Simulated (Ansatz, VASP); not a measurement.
**Sn: VASP beside Ansatz**

Aim: how closely do two programs agree when they are given the same cell, functional and k mesh? The cell is taken from a series of runs on this material, whose earlier steps may have relaxed, scaled, displaced or heated it; both programs get it as it stands.

Main program and level: Ansatz 0.2.0; plane waves, with VASP 6.6.1 beside it; zone-centre phonons at LDA.

## 1. Starting point

The structure is tetragonal, space group I4_1/amd (No. 141). Conventional cell: a = 4.394 Å, b = 4.394 Å, c = 6.742 Å, α = 90.00°, β = 90.00°, γ = 90.00°. Sn has 4 Sn at 2.77 Å nearest.

## 2. VASP: zone-centre phonons, LDA

Second derivatives magnify differences that forces hide, and they need a tight electronic threshold.

Lines of VASP's logs that name or quote its potential files are left out, and so is its time.

File INCAR:

```
SYSTEM = Sn
PREC = Accurate
ENCUT = 500
EDIFF = 1E-08
NELM = 120
ISMEAR = 1
SIGMA = 0.2
LREAL = .FALSE.
ALGO = Normal
GGA = CA
NBANDS = 20
LORBIT = 11
LWAVE = .FALSE.
LCHARG = .FALSE.
ISIF = 2
IBRION = 8
LASPH = .TRUE.
GGA_COMPAT = .FALSE.
KPAR = 2
```

File POSCAR:

```
Sn
1.0
    0.0000000000      3.1072605929      3.3711803849
    3.1072605929      0.0000000000      3.3711803849
    3.1072605929      3.1072605929      0.0000000000
Sn
2
Direct
    0.5000000000      0.5000000000      0.5000000000
    0.7500000000      0.7500000000      0.7500000000
```

File KPOINTS:

```
Automatic mesh
0
Gamma
12 12 12
0 0 0
```

PAW data sets: Sn_d (LDA family, release 64).

The run is started by

```bash
$ mpirun -np 2 vasp_std
```

Numbers of over 12 decimals in the logs are rounded to 6 here.

Output:

```text
[banner, memory and clock lines left out]
running    2 mpi-ranks, on    1 nodes
 distrk:  each k-point on    1 cores,    2 groups
 distr:  one band on    1 cores,    1 groups

 POSCAR found type information on POSCAR Sn
 POSCAR found :  1 types and       2 ions
 LDA part: xc-table for (Slater(with rela. corr.)+CA(PZ))
 , standard interpolation
 POSCAR, INCAR and KPOINTS ok, starting setup
 FFT: planning ... GRIDC
 FFT: planning ... GRID_SOFT
 FFT: planning ... GRID
 WAVECAR not read
 entering main loop
       N       E                     dE             d eps       ncg     rms          rms(c)
DAV:   1     0.221590178932E+03    0.22159E+03   -0.14809E+04  6560   0.203E+03
DAV:   2     0.145005225749E+02   -0.20709E+03   -0.20336E+03  6528   0.441E+02
DAV:   3    -0.827086056074E+01   -0.22771E+02   -0.22628E+02  7444   0.143E+02
DAV:   4    -0.900858406348E+01   -0.73772E+00   -0.73728E+00  7444   0.290E+01
DAV:   5    -0.903408602423E+01   -0.25502E-01   -0.25501E-01  8812   0.528E+00    0.352E+00
DAV:   6    -0.893869082406E+01    0.95395E-01   -0.46718E-02  8096   0.233E+00    0.198E+00
DAV:   7    -0.889225476258E+01    0.46436E-01   -0.69121E-02  6760   0.236E+00    0.150E-01
DAV:   8    -0.889291438900E+01   -0.65963E-03   -0.61153E-03  7532   0.880E-01    0.569E-02
DAV:   9    -0.889299428053E+01   -0.79892E-04   -0.20249E-04  9004   0.113E-01    0.162E-02
DAV:  10    -0.889299303563E+01    0.12449E-05   -0.15495E-05  8748   0.447E-02    0.440E-03
DAV:  11    -0.889299335343E+01   -0.31780E-06   -0.12721E-06  7212   0.843E-03    0.198E-03
DAV:  12    -0.889299334587E+01    0.75579E-08   -0.67274E-08  8436   0.303E-03
   1 F= -.88929933E+01 E0= -.88930570E+01  d E =0.190891E-03
 Linear response reoptimize wavefunctions to high precision
DAV:   1    -0.889299334592E+01   -0.51841E-10   -0.46360E-09  6212   0.647E-04
DAV:   2    -0.889299334598E+01   -0.60027E-10   -0.49076E-10  4324   0.258E-04
 Linear response DOF=           2
 Linear response progress:
  Degree of freedom:   1/  2
       N       E                     dE             d eps       ncg     rms          rms(c)
RMM:   1    -0.215935052336E+00   -0.21594E+00    0.67295E-01 23879   0.106E+01
RMM:   2    -0.222807928587E+00   -0.68729E-02   -0.20446E-02 33331   0.121E+00    0.711E-02
RMM:   3    -0.222994892537E+00   -0.18696E-03   -0.17113E-03 34942   0.333E-01    0.332E-02
RMM:   4    -0.222917286258E+00    0.77606E-04   -0.11969E-04 34917   0.101E-01    0.109E-02
RMM:   5    -0.222918787950E+00   -0.15017E-05   -0.15657E-05 35886   0.332E-02    0.394E-03
RMM:   6    -0.222922395060E+00   -0.36071E-05   -0.14803E-06 35092   0.969E-03    0.173E-03
RMM:   7    -0.222922486332E+00   -0.91272E-07   -0.41804E-07 35126   0.349E-03    0.393E-04
RMM:   8    -0.222920100688E+00    0.23856E-05   -0.29272E-08 36083   0.129E-03    0.257E-04
RMM:   9    -0.222918826759E+00    0.12739E-05   -0.86175E-09 36263   0.525E-04    0.420E-05
RMM:  10    -0.222919082467E+00   -0.25571E-06   -0.92061E-08 37505   0.249E-04    0.316E-05
RMM:  11    -0.222918992506E+00    0.89961E-07   -0.10120E-08 36823   0.149E-04    0.726E-06
RMM:  12    -0.222918987876E+00    0.46292E-08    0.10312E-08 39045   0.105E-04    0.553E-06
 first order change of Fermi-energy   0.11316E-04
 force on displaced ion       1 direction 1 :  -8.287   0.000  -0.000
 Linear response progress:
  Degree of freedom:   2/  2
       N       E                     dE             d eps       ncg     rms          rms(c)
RMM:   1    -0.216760819130E+00   -0.21676E+00    0.55960E-01 14067   0.101E+01
RMM:   2    -0.223615156431E+00   -0.68543E-02   -0.20529E-02 19641   0.121E+00    0.750E-02
RMM:   3    -0.223824571684E+00   -0.20942E-03   -0.17038E-03 20592   0.335E-01    0.355E-02
RMM:   4    -0.223769198996E+00    0.55373E-04   -0.12121E-04 20783   0.102E-01    0.108E-02
RMM:   5    -0.223777978495E+00   -0.87795E-05   -0.17016E-05 21046   0.333E-02    0.361E-03
RMM:   6    -0.223779222660E+00   -0.12442E-05   -0.16007E-06 20376   0.100E-02    0.160E-03
RMM:   7    -0.223778007017E+00    0.12156E-05   -0.48294E-07 20627   0.374E-03    0.294E-04
RMM:   8    -0.223775538530E+00    0.24685E-05   -0.85553E-08 21194   0.140E-03    0.184E-04
RMM:   9    -0.223774150929E+00    0.13876E-05   -0.10057E-08 21196   0.601E-04    0.444E-05
RMM:  10    -0.223774457981E+00   -0.30705E-06    0.57984E-08 22190   0.292E-04    0.376E-05
RMM:  11    -0.223774291652E+00    0.16633E-06    0.12896E-07 21438   0.169E-04    0.135E-05
RMM:  12    -0.223774218719E+00    0.72933E-07    0.71485E-08 22316   0.115E-04    0.531E-06
RMM:  13    -0.223774184499E+00    0.34220E-07    0.47186E-08 22649   0.877E-05    0.147E-06
RMM:  14    -0.223774161727E+00    0.22772E-07    0.27211E-08 23465   0.737E-05    0.588E-07
RMM:  15    -0.223774155480E+00    0.62473E-08    0.15021E-08 20098   0.667E-05    0.214E-07
 first order change of Fermi-energy   0.19844E-03
 force on displaced ion       1 direction 3 :   0.000   0.000  -8.711
 Linear response finished
```

From OUTCAR (step 2):

```text
ion  position               nearest neighbor table
   1  0.500  0.500  0.500-   2 2.77   2 2.77   2 2.77   2 2.77
   2  0.750  0.750  0.750-   1 2.77   1 2.77   1 2.77   1 2.77

  LATTYP: Found a body centered tetragonal cell.
 ALAT       =     4.3943300723
 C/A-ratio  =     1.5343318911

 Subroutine GETGRP returns: Found 16 space group operations
 (whereof  8 operations were pure point group operations)

The static configuration has the point symmetry D_2d.
 The point group associated with its full space group is D_4h.

 Found    163 irreducible k-points:

   k-points           NKPTS =    163   k-points in BZ     NKDIM =    163   number of bands    NBANDS=     20

   dimension x,y,z NGX =    36 NGY =   36 NGZ =   32
   dimension x,y,z NGXF=    72 NGYF=   72 NGZF=   64

   ENCUT  =  500.0 eV  36.75 Ry    6.06 a.u.   8.36  8.36  8.01*2*pi/ulx,y,z

   NELECT =      28.0000    total number of electrons

 k-points in reciprocal lattice and weights: Automatic mesh
   0.00000000  0.00000000  0.00000000       0.001
   0.08333333  0.00000000  0.00000000       0.005
   0.16666667  0.00000000  0.00000000       0.005
   0.25000000  0.00000000  0.00000000       0.005
   0.33333333 -0.00000000  0.00000000       0.005
   0.41666667  0.00000000  0.00000000       0.005
   0.50000000  0.00000000  0.00000000       0.002
   0.08333333  0.08333333  0.00000000       0.001
   0.16666667  0.08333333  0.00000000       0.005
[...]
-0.33333333  0.16666667  0.50000000       0.002
  -0.25000000  0.25000000  0.50000000       0.001

 average (electrostatic) potential at core
       1-100.9307       2-100.9307

  Total        1.2203150      1.2203150      0.0054554      0.0000000     -0.0000000     -0.0000000
  in kB       30.0341385     30.0341385      0.1342659      0.0000000     -0.0000000     -0.0000000
  external PRESSURE =      20.0675143 kB  Pullay stress =       0.0000000 kB

  energy-cutoff  :      500.00
  volume of cell :       65.10
      direct lattice vectors                 reciprocal lattice vectors
     0.000000000  3.107260593  3.371180385    -0.160913443  0.160913443  0.148316003
     3.107260593  0.000000000  3.371180385     0.160913443 -0.160913443  0.148316003
     3.107260593  3.107260593  0.000000000     0.160913443  0.160913443 -0.148316003

 POSITION                                       TOTAL-FORCE (eV/Angst)
 -----------------------------------------------------------------------------------
      3.10726      3.10726      3.37118         0.000000      0.000000     -0.000000
      4.66089      4.66089      5.05677        -0.000000     -0.000000      0.000000
 -----------------------------------------------------------------------------------
    total drift:                                0.000000      0.000000      0.000000

 Eigenvectors and eigenvalues of the dynamical matrix
 ----------------------------------------------------

   1 f  =    5.989133 THz    37.630834 2PiTHz  199.775983 cm-1    24.769054 meV
             X         Y         Z           dx          dy          dz
      3.107261  3.107261  3.371180     0.000000    0.000000   -0.707107
      4.660891  4.660891  5.056771     0.000000    0.000000    0.707107

   2 f  =    5.841445 THz    36.702881 2PiTHz  194.849630 cm-1    24.158264 meV
             X         Y         Z           dx          dy          dz
      3.107261  3.107261  3.371180    -0.707107    0.000000    0.000000
      4.660891  4.660891  5.056771     0.707107    0.000000    0.000000

   3 f  =    5.841445 THz    36.702881 2PiTHz  194.849630 cm-1    24.158264 meV
             X         Y         Z           dx          dy          dz
      3.107261  3.107261  3.371180     0.000000   -0.707107    0.000000
      4.660891  4.660891  5.056771     0.000000    0.707107    0.000000

   4 f  =    0.000000 THz     0.000000 2PiTHz    0.000000 cm-1     0.000000 meV
             X         Y         Z           dx          dy          dz
      3.107261  3.107261  3.371180     0.707107    0.000000    0.000000
      4.660891  4.660891  5.056771     0.707107    0.000000    0.000000

   5 f  =    0.000000 THz     0.000000 2PiTHz    0.000000 cm-1     0.000000 meV
             X         Y         Z           dx          dy          dz
      3.107261  3.107261  3.371180     0.000000    0.707107    0.000000
      4.660891  4.660891  5.056771     0.000000    0.707107    0.000000

   6 f  =    0.000000 THz     0.000000 2PiTHz    0.000000 cm-1     0.000000 meV
             X         Y         Z           dx          dy          dz
      3.107261  3.107261  3.371180     0.000000    0.000000    0.707107
      4.660891  4.660891  5.056771     0.000000    0.000000    0.707107

 ELASTIC MODULI CONTR FROM IONIC RELAXATION (kBar)
 Direction    XX          YY          ZZ          XY          YZ          ZX
 --------------------------------------------------------------------------------
 XX           0.0000      0.0000      0.0000      0.0000      0.0000      0.0000
 YY           0.0000      0.0000      0.0000      0.0000      0.0000      0.0000
 ZZ           0.0000      0.0000      0.0000      0.0000      0.0000      0.0000
 XY           0.0000      0.0000      0.0000   -274.3286      0.0000      0.0000
 YZ           0.0000      0.0000      0.0000      0.0000   -293.2282      0.0000
 ZX           0.0000      0.0000      0.0000      0.0000      0.0000   -259.5811
 --------------------------------------------------------------------------------
```

## 3. Ansatz: zone-centre phonons, LDA

Ansatz runs on its PAW soft_1 files.

The same cell, functional (in two slightly different forms), mesh and smearing now go to Ansatz, which takes its cutoff from its data sets.

File input.yaml:

```yaml
crystal:
  lattice:
    - [0.0, 3.1072605929, 3.3711803849]
    - [3.1072605929, 0.0, 3.3711803849]
    - [3.1072605929, 3.1072605929, 0.0]
  atoms:
    - { symbol: Sn, position: [0.5, 0.5, 0.5] }
    - { symbol: Sn, position: [0.75, 0.75, 0.75] }
kpoints:
  mp_grid: { grid: [12, 12, 12] }
hamiltonian:
  xc: lda
  pseudopotentials: { kind: paw, azcp: { folder: soft_1 }, xc_functional: pbe }
scf:
  occupations: { method: methfessel_paxton, width: 0.2 }
output:
  eigenvalues: true
phonons:
  method: dfpt
```

The run is started by

```bash
$ ansatz run input.yaml --threads 4 --pin off --max-ram 10240MiB --backend cpu --events-out ev --progress --plain --runs-dir out
```

Output:

```text
zone centre: on kpoints.mp_grid the ground state, and the responses unless they are solved on pairs of k-points, stand on 280 of the mesh's 1728 k-points, reduced under 4 symmetry operations, with k and −k counted as one. Each operation leaves every solved displacement unchanged or reverses it
Engine: ansatz 0.2.0, x86_64-unknown-linux-gnu
Pseudopotentials: kind: paw
Pseudopotential: Sn, paw, valence charge 14, recommended cutoff 420 eV (normal), soft_1/Sn.paw.azcp
Functional definition: SPW92
  exchange = slater_x
  correlation = pw_c
Crystal: 2 atoms, lattice volume = 65.098 Å³
Basis set: ecut = 420 eV, 1307 PW (Γ), exchange–correlation on 64×64×64 points (8 copies of the dense FFT grid, shifted against one another)
Bands: 18, of which v1, the nominal top of the filled ones, is band 14 counted from 1 (13 counted from 0)
Symmetry: 16 space group operations
k-points: 280 of 1728 (irreducible under 4 space group operations, time reversal used)
Non-local potential: Sn, projectors of the file, l = 0: 2, l = 1: 2, l = 2: 2, l = 3: 1
PAW form: soft (Blöchl's): semilocal exchange-correlation on the pseudo side does not see the compensation charge
PAW frozen core: Sn, regenerated for the run's functional, and the local potential with it (the file was generated under x = pbe(κ = 0.804, μ = 0.219515), c = pbe(β = 0.066725))
PAW one-centre angular grid: Sn, 590 points (default); XC on 64 Gauss nodes
Initial density: superposition of atomic densities (chi_scale 0.1, normalization cell)
Initial wavefunctions: pseudopotential atomic-orbital guess
Functional: x = slater, c = lda
SCF iter   1: F=—  HF=-11759.238963 eV  |F-HF|=—  |Δ(HF+E_count)|=         —  Δρ=2.38e-2  dr2=4.06e-1  ethr=3.10e-3  ⟨swp⟩=5.6  Hψ=26096  notcnv=0
preconditioner: auto → Kerker (q_TF=auto, 2.370 Å⁻¹)  [metal: Δε(μ)=0.092 eV  Ē_g=20.109 eV  σ=0.200 eV  W_gap=0.38  n_scr=14 (ndim 8)  ℏωp=24.4 eV  f_vac=0.000  D(μ)=0.13/eV (n_scr^D=0)]
SCF iter   2: F=—  HF=-11759.157528 eV  |F-HF|=—  |Δ(HF+E_count)|=   8.14e-2  S|Δr|=    0.00e0  Δρ=1.51e-2  dr2=1.91e-1  ethr=1.45e-3  ⟨swp⟩=1.0  Hψ=7283  notcnv=0
preconditioner: auto → none  [insulator: Δε(μ)=0.132 eV  Ē_g=20.256 eV  σ=0.200 eV  W_gap=0.52  n_scr=14 (ndim 8)  ℏωp=24.4 eV  f_vac=0.001  D(μ)=0.13/eV (n_scr^D=0)  ε∞_Penn≈2.4]
SCF iter   3: F=—  HF=-11759.104702 eV  |F-HF|=—  |Δ(HF+E_count)|=   5.28e-2  S|Δr|=    0.00e0  Δρ=3.26e-3  dr2=7.42e-3  ethr=6.81e-4  ⟨swp⟩=2.0  Hψ=7228  notcnv=0
SCF iter   4: F=—  HF=-11759.101267 eV  |F-HF|=—  |Δ(HF+E_count)|=   3.44e-3  S|Δr|=    0.00e0  Δρ=6.88e-4  dr2=2.39e-4  ethr=2.65e-5  ⟨swp⟩=2.0  Hψ=8960  notcnv=0
SCF iter   5: F=—  HF=-11759.101308 eV  |F-HF|=—  |Δ(HF+E_count)|=   4.10e-5  S|Δr|=    0.00e0  Δρ=1.18e-4  dr2=8.00e-6  ethr=8.55e-7  ⟨swp⟩=2.0  Hψ=8885  notcnv=0
SCF iter   6: F=—  HF=-11759.101305 eV  |F-HF|=—  |Δ(HF+E_count)|=   2.69e-6  S|Δr|=    0.00e0  Δρ=2.92e-5  dr2=3.83e-7  ethr=2.86e-8  ⟨swp⟩=2.3  Hψ=8991  notcnv=0
SCF iter   7: F=—  HF=-11759.101305 eV  |F-HF|=—  |Δ(HF+E_count)|=   3.40e-7  S|Δr|=    0.00e0  Δρ=6.37e-7  dr2=2.79e-10  ethr=1.37e-9  ⟨swp⟩=2.1  Hψ=8769  notcnv=0
SCF iter   8: F=-11759.101305 eV  HF=-11759.101305 eV  |F-HF|=5.46e-12  |Δ(HF+E_count)|=  5.46e-12  S|Δr|=    0.00e0  Δρ=5.86e-8  dr2=1.77e-12  ethr=1.00e-12  ⟨swp⟩=8.9  Hψ=31914  notcnv=0
SCF 1 converged in 8 iterations: F = -11759.101305 eV  dr2 = 1.77e-12
  greatest PAW one-centre occupation: 0.992 electrons in one spin orbital (limit 2), on the Sn atom at site 1 (counted from 0), in its partial waves of l = 2
DFPT response loops at Γ: preconditioner auto → Kerker (q_TF=auto, 2.370 Å⁻¹) (partly filled bands, converged f_vac=0.068); β = 1.00, the filter's whole step (`scf.mixing.beta` (0.50) is not read by the response loops under this deck's `scf.mixing.preconditioner`; to damp them name `kerker` or `kerker_dos`, under which they read `scf.mixing.beta`, and type it under 1.00, their step now; both keys bind the ground state too); Broyden in place of MSR1
SCF converged after 8 iterations
Stability not checked: this state was not tested for a lower state beside it, because cold or Methfessel-Paxton smearing, or corrected tetrahedra, fill the levels in a way that the test cannot read (fill_not_monotonic; see scf.lower_state_search)
Free energy (F): -11759.101305 eV
Harris-Foulkes:  -11759.101305 eV  (|F-HF|=5.46e-12)
Internal energy: -11759.101523 eV  (E = F + TS)
E sigma→0 (E₀):  -11759.101360 eV
Entropy (-TS):   0.000218 eV (0.109 meV/atom)
Fermi energy:    8.210390 eV
--- Per-component energies (eV) ---
  E_band       = -239.550997
  E_kinetic    = 340.393874
  E_local      = -2564.669632  (includes V_loc(G=0)·N_el)
  E_nonlocal   = 299.237492
  E_hartree    = 1250.422552
  E_xc         = -250.610047
  E_vxc        = -163.086596  (∫ρ·V_xc dr)
  E_paw        = -8451.487965  (= ΣΔE_a)
  E_vpaw       = -652.271853  (= ΣTr[D̂ρ^β])
  E_aug_tail   = 0.000545  (compensation charges beyond the density's cutoff)
  E_ewald      = -2383.238124
  E_core_change = 0.849782  (= ΣΔE_core)
  E_smearing   = 0.000218  (= −TS)
  E_closure    = 0.000000  (closes the sum)
  Σ components = -11759.101305   (vs F -11759.101305, Δ=0.00e0)
--- Band table (eV; the first three rows and the last of 280) ---
  k-point 0: bands = [... 10 lower, -2.8040, 7.6141, 7.8641, 8.4741, 8.4741, 10.2587, 10.2587, 10.5884]
  k-point 1: bands = [... 10 lower, -2.7332, 6.6202, 7.9041, 8.3269, 8.7674, 10.4391, 10.4623, 10.8861]
  k-point 2: bands = [... 10 lower, -2.5234, 5.3080, 7.5756, 8.0276, 8.7310, 10.8918, 10.8988, 11.7098]
  k-point 279: bands = [... 10 lower, 0.2292, 0.2292, 5.8922, 5.8922, 9.2663, 9.2663, 16.0468, 16.0468]
--- Phonons (Γ-DFPT): 2 representative perturbations + reference, on 280 of 1728 k-points (Σ response iterations 6) ---
  k mesh reduced under 4 symmetry operations, with k and −k counted as one. Each operation leaves every solved displacement unchanged or reverses it
  ASR residual: 1.214e-5 → 0.000e0 eV/Å²; symmetrization residual: 2.785e-12 eV/Å²
  ASR residual per site (eV/Å²): 1.21e-5 1.21e-5
  Γ frequencies (cm⁻¹): 0.00 0.00 0.00 193.85 193.85 198.69
  non-analytic LO–TO correction: not included (Born effective charges unavailable; polar crystals: no LO–TO splitting at Γ)
```

The column dr2 measures how far the density is from self-consistency, as an energy; F and HF (Harris–Foulkes) agree once it is small.

## 4. Comparison

Known differences besides the potentials themselves: the two LDA forms differ slightly; the cutoff is 420 eV in Ansatz and 500 eV in VASP; VASP's log shows a relativistic correction to its local exchange, Ansatz's none. Total energies have different zeros and are not compared.

The two programs side by side:

```
                  quantity  Ansatz   VASP  difference
optical mode 1 to 2 (cm⁻¹)   193.8  194.8     -0.51 %
     optical mode 3 (cm⁻¹)   198.7  199.8     -0.54 %
```

Modes are paired by rising frequency, not by their patterns, so a pair may set unlike modes beside each other; they are those without the splitting of longitudinal modes.

## 5. Outcome

```
r.m.s. difference of the optical zone-centre modes, each program's sorted by frequency (zone-centre phonons, LDA) : 1.0 cm⁻¹
difference in optical mode 3 (zone-centre phonons, LDA)                                                           : -0.5 %
```

What this shows: The r.m.s. difference of the optical zone-centre modes, each program's sorted by frequency is 1.0 cm⁻¹ (zone-centre phonons, LDA). Among the rows given in per cent, the largest difference of the zone-centre phonons, LDA pair is in optical mode 3, -0.5 %. How closely two codes agree says nothing of how well the functional describes the real material.

[Lines on the potential files, build, host, timing and source positions are cut from VASP's logs without a mark.]

[Logs are printed without paths, hosts, clocks, repeated set-up lines and the standing remarks that a program may print on its own settings, such as how far it seeks lower states.]

[Hosts, paths, dates, database ids (printed as entryN), source tags and the programs' standing remarks are cut or masked in the printed files.]
